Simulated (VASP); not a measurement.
VASP ran on this input.

**KPOINTS**
```
Automatic mesh
0
Gamma
7 7 4
0 0 0
```

POSCAR:
```
Te
1
    2.1574452779    -3.7368045638    -0.0000000000
    2.1574452779     3.7368045638     0.0000000000
    0.0000000000     0.0000000000     5.9860937321
Te
3
Direct
  1.0000000000   0.2820795452   0.6666670000
  0.7179204548   0.7179204548   1.0000000000
  0.2820795452   1.0000000000   0.3333330000
```

INCAR:
```
ALGO = Normal
EDIFF = 1E-7
ENCUT = 520
GGA = PE
ISIF = 2
ISMEAR = -5
IVDW = 13
LASPH = T
LCHARG = T
LEFG = T
LMAXMIX = 4
LORBIT = 11
LREAL = F
LWAVE = F
NEDOS = 601
NELM = 100
PREC = Accurate
SYSTEM = Te
```

POTCAR, in this order: Te (PBE.64 set). Program: vasp_std.

Task: Translate this PBE-D4 calculation to Ansatz.

Result: One equivalent input (not run):
Ansatz 0.2 input:
```yaml
crystal:
  lattice:
    - [2.1574453, -3.7368046, 0.0000000]
    - [2.1574453, 3.7368046, 0.0000000]
    - [0.0000000, 0.0000000, 5.9860937]
  atoms:
    - { symbol: Te, position: [1.0000000, 0.2820795, 0.6666670] }
    - { symbol: Te, position: [0.7179205, 0.7179205, 1.0000000] }
    - { symbol: Te, position: [0.2820795, 1.0000000, 0.3333330] }
kpoints:
  mp_grid: { grid: [7, 7, 4] }
hamiltonian:
  xc: pbe
  dispersion: d4
  pseudopotentials: { kind: paw }
scf:
  occupations: { method: tetrahedron }
  max_iter: 100
output: { forces: true, stress: true, eigenvalues: true }
```
The two are equivalent in intent, not identical: each code has its own PAW files, so the cut-off isn't converted (ENCUT is set for VASP's; basis.ecutwfc is left out, and Ansatz then takes the one that its files recommend); Ansatz stops its SCF on the density residual and VASP on the energy change (EDIFF); the field gradients of LEFG aren't asked of the other code.

The compound is Te in the trig structure. It was relaxed first, which changed the volume by -6 %.
